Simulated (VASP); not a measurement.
```xyz
8
Lattice="-0.0044 5.9951 5.9898 5.9951 -0.0044 5.9898 2.9954 2.9954 0.0000" Properties=species:S:1:pos:R:3 pbc="T T T"
Al     5.9908     5.9908    11.9704
Al     3.0939     5.8923     8.8986
Al     5.8923     3.0939     8.8986
Al     5.9908     5.9908     6.1634
Sb     1.4977     1.4977     1.5181
Sb     4.4817     1.5090     4.4884
Sb     1.5090     4.4817     4.4884
P      4.4931     4.4931     7.4827
```

Method: PBEsol GGA, VASP's PBE PAW potentials (set 64) (plane waves; VASP). Run with 400 eV cut-off, Gaussian smearing of 0.050 eV, potentials Al Sb P.

Unless said otherwise, spin-orbit coupling is left out, though it shifts the bands of the heavy elements here.

Problem. Give the energies of bands 7 to 20 at the high-symmetry points, in eV from the valence-band maximum.

Solution. 
| band | Γ | Y | C0 | Z | A0 | T | S | R |
|---|---|---|---|---|---|---|---|---|
| 7 | -5.52 | -3.66 | -3.98 | -4.77 | -5.51 | -5.63 | -3.90 | -5.18 |
| 8 | -2.80 | -3.41 | -3.65 | -4.72 | -5.39 | -5.58 | -3.50 | -5.12 |
| 9 | -2.59 | -3.16 | -3.43 | -3.48 | -2.84 | -2.75 | -2.91 | -3.45 |
| 10 | -1.47 | -2.86 | -2.57 | -3.41 | -2.78 | -2.62 | -2.87 | -2.99 |
| 11 | -1.45 | -2.55 | -2.44 | -3.39 | -2.60 | -2.52 | -2.63 | -2.90 |
| 12 | -1.21 | -1.98 | -1.86 | -3.05 | -2.39 | -2.32 | -1.61 | -2.75 |
| 13 | -0.75 | -1.31 | -1.48 | -3.04 | -2.00 | -1.42 | -1.25 | -2.40 |
| 14 | -0.14 | -1.30 | -1.33 | -2.78 | -1.59 | -1.08 | -0.83 | -2.01 |
| 15 | -0.05 | -1.05 | -1.23 | -1.59 | -1.27 | -1.01 | -0.37 | -1.64 |
| 16 | 0.00 | -0.85 | -0.53 | -0.87 | -1.19 | -0.77 | -0.36 | -1.56 |
| 17 | 0.31 | 1.29 | 1.33 | 2.11 | 1.01 | 0.68 | 0.90 | 1.38 |
| 18 | 1.02 | 1.55 | 2.04 | 2.71 | 1.19 | 0.85 | 1.79 | 1.55 |
| 19 | 1.29 | 2.16 | 2.24 | 3.42 | 1.53 | 1.08 | 1.99 | 1.92 |
| 20 | 1.48 | 2.72 | 2.81 | 3.56 | 1.74 | 1.27 | 2.20 | 2.09 |

The gap is direct, 0.31 eV, from the valence maximum at Γ to the conduction minimum at Γ.

The structure was generated: Al4PSb3 was put into an ordered model structure (Amm2), which need not be its known phase. It was relaxed first.
